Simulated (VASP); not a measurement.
These are LDA (Ceperley-Alder, Perdew-Zunger), VASP's LDA PAW potentials (set 64) (plane waves; VASP) values and carry that method's errors.

The input files of a VASP run:

### KPOINTS
```
Automatic mesh
0
Gamma
11 11 6
0 0 0
```

**INCAR**
```
# general
SYSTEM  = Tl
PREC    = Accurate
ENCUT   = 400
LREAL   = .FALSE.
LASPH   = .TRUE.

# electronic loop
EDIFF   = 1E-8
NELM    = 100
ALGO    = Normal
LMAXMIX = 4

# smearing
ISMEAR  = 1
SIGMA   = 0.1

# ions
IBRION  = 1
NSW     = 30
ISIF    = 2
EDIFFG  = -0.001

# output
LWAVE   = .FALSE.
LCHARG  = .FALSE.
```

File POSCAR:
```
Tl
1.0
  1.6919515510  -2.9305461463   0.0000000000
  1.6919515510   2.9305461463   0.0000000000
  0.0000000000   0.0000000000   5.4933510948
Tl
2
Cart
  1.6919515510   0.9768506691   1.3733377737
  1.6919515510  -0.9768506691   4.1200133211
```

POTCAR, in this order: Tl_d (LDA.64 set). Program: vasp_std.

Output

### OUTCAR
```
 ion  position               nearest neighbor table
   1  0.333  0.667  0.250-   2 3.37   2 3.37   2 3.37   2 3.37   2 3.37   2 3.37
   2  0.667  0.333  0.750-   1 3.37   1 3.37   1 3.37   1 3.37   1 3.37   1 3.37
  LATTYP: Found a hexagonal cell.
 ALAT       =     3.3839031852
 C/A-ratio  =     1.6233771459
 Subroutine PRICEL returns:
 Original cell was already a primitive cell.
 Subroutine GETGRP returns: Found 24 space group operations
The static configuration has the point symmetry D_3d.
 The point group associated with its full space group is D_6h.
The dynamic configuration has the point symmetry D_3d.
 Subroutine INISYM returns: Found 24 space group operations
 Subroutine IBZKPT returns following result:
 Found     64 irreducible k-points:

 Following reciprocal coordinates:
            Coordinates               Weight
  0.000000  0.000000  0.000000      1.000000
  0.090909  0.000000  0.000000      6.000000
  0.181818  0.000000  0.000000      6.000000
  0.272727  0.000000  0.000000      6.000000
  0.363636  0.000000  0.000000      6.000000
  0.454545  0.000000  0.000000      6.000000
  0.090909  0.090909  0.000000      6.000000
  0.181818  0.090909  0.000000     12.000000
  0.272727  0.090909  0.000000     12.000000
  0.363636  0.090909  0.000000     12.000000
  0.454545  0.090909  0.000000      6.000000
  0.181818  0.181818  0.000000      6.000000
  0.272727  0.181818  0.000000     12.000000
  0.363636  0.181818  0.000000     12.000000
  0.272727  0.272727  0.000000      6.000000
  0.363636  0.272727  0.000000      6.000000
  0.000000  0.000000  0.166667      2.000000
  0.090909  0.000000  0.166667     12.000000
  0.181818  0.000000  0.166667     12.000000
  0.272727  0.000000  0.166667     12.000000
  0.363636  0.000000  0.166667     12.000000
  0.454545  0.000000  0.166667     12.000000
  0.090909  0.090909  0.166667     12.000000
  0.181818  0.090909  0.166667     24.000000
  0.272727  0.090909  0.166667     24.000000
  0.363636  0.090909  0.166667     24.000000
  0.454545  0.090909  0.166667     12.000000
  0.181818  0.181818  0.166667     12.000000
  0.272727  0.181818  0.166667     24.000000
  0.363636  0.181818  0.166667     24.000000
  0.272727  0.272727  0.166667     12.000000
  0.363636  0.272727  0.166667     12.000000
  0.000000  0.000000  0.333333      2.000000
  0.090909  0.000000  0.333333     12.000000
  0.181818  0.000000  0.333333     12.000000
  0.272727  0.000000  0.333333     12.000000
  0.363636  0.000000  0.333333     12.000000
  0.454545  0.000000  0.333333     12.000000
  0.090909  0.090909  0.333333     12.000000
  0.181818  0.090909  0.333333     24.000000
   k-points           NKPTS =     64   k-points in BZ     NKDIM =     64   number of bands    NBANDS=     17
   number of dos      NEDOS =    301   number of ions     NIONS =      2
   total plane-waves  NPLWV =  20736
   dimension x,y,z NGX =    24 NGY =   24 NGZ =   36
   dimension x,y,z NGXF=    48 NGYF=   48 NGZF=   72
   ions per type =               2
   PREC   = accura    normal or accurate (medium, high low for compatibility)
   ISTART =      0    job   : 0-new  1-cont  2-samecut
   ICHARG =      2    charge: 1-file 2-atom 10-const
   ISPIN  =      1    spin polarized calculation?
   LNONCOLLINEAR =      F non collinear calculations
   LSORBIT =      F    spin-orbit coupling
   INIWAV =      1    electr: 0-lowe 1-rand  2-diag
   ENCUT  =  400.0 eV  29.40 Ry    5.42 a.u.   5.52  5.52  8.96*2*pi/ulx,y,z
   NELM   =    100;   NELMIN=  2; NELMDL= -5     # of ELM steps
   EDIFF  = 0.1E-07   stopping-criterion for ELM
   LREAL  =      F    real-space projection
...
```

OSZICAR:
```
       N       E                     dE             d eps       ncg     rms          rms(c)
DAV:   1     0.107434902767E+03    0.10743E+03   -0.12858E+04  2224   0.119E+03
DAV:   2    -0.429674446266E+01   -0.11173E+03   -0.11030E+03  2337   0.264E+02
DAV:   3    -0.593966137232E+01   -0.16429E+01   -0.16358E+01  2584   0.291E+01
DAV:   4    -0.594848510953E+01   -0.88237E-02   -0.88219E-02  2424   0.228E+00
DAV:   5    -0.594857892884E+01   -0.93819E-04   -0.93819E-04  2559   0.238E-01    0.368E+00
DAV:   6    -0.588755568818E+01    0.61023E-01   -0.11441E-01  2277   0.292E+00    0.253E+00
DAV:   7    -0.587600371512E+01    0.11552E-01   -0.49842E-02  2294   0.189E+00    0.767E-01
DAV:   8    -0.587481566649E+01    0.11880E-02   -0.45004E-03  2304   0.579E-01    0.399E-02
DAV:   9    -0.587481859190E+01   -0.29254E-05   -0.18922E-05  2691   0.411E-02    0.772E-03
DAV:  10    -0.587481846686E+01    0.12504E-06   -0.16396E-06  2357   0.110E-02    0.266E-03
DAV:  11    -0.587481842153E+01    0.45328E-07   -0.43565E-07  2342   0.572E-03    0.563E-04
DAV:  12    -0.587481842315E+01   -0.16262E-08   -0.72178E-09  1302   0.828E-04
   1 F= -.58748184E+01 E0= -.58749533E+01  d E =-.587482E+01
```

### OUTCAR
```
------------------------ aborting loop because EDIFF is reached ----------------------------------------
  FORCE on cell =-STRESS in cart. coord.  units (eV):
  Direction    XX          YY          ZZ          XY          YZ          ZX
  --------------------------------------------------------------------------------------
  Total       -0.0116559     -0.0116559     -0.0035661      0.0000000      0.0000000      0.0000000
  in kB       -0.3428089     -0.3428089     -0.1048811      0.0000000      0.0000000      0.0000000
  external PRESSURE =      -0.2634996 kB  Pullay stress =       0.0000000 kB
  volume of cell :       54.48
      direct lattice vectors                 reciprocal lattice vectors
     1.691951551 -2.930546146  0.000000000     0.295516736 -0.170616662  0.000000000
     1.691951551  2.930546146  0.000000000     0.295516736  0.170616662  0.000000000
     0.000000000  0.000000000  5.493351095     0.000000000  0.000000000  0.182038246
 POSITION                                       TOTAL-FORCE (eV/Angst)
 -----------------------------------------------------------------------------------
      1.69195      0.97685      1.37334         0.000000     -0.000000      0.000000
      1.69195     -0.97685      4.12001        -0.000000      0.000000      0.000000
 -----------------------------------------------------------------------------------
    total drift:                               -0.000000      0.000446      0.000008
  FREE ENERGIE OF THE ION-ELECTRON SYSTEM (eV)
  ---------------------------------------------------
  free  energy   TOTEN  =        -5.8748184232 eV

  energy  without entropy=       -5.8752230438  energy(sigma->0) =       -5.87495330

 reached required accuracy - stopping structural energy minimisation
```
(Selected blocks of OUTCAR.)

The compound is Tl in the hcp structure. It was relaxed first. The start is the result of an earlier pass.
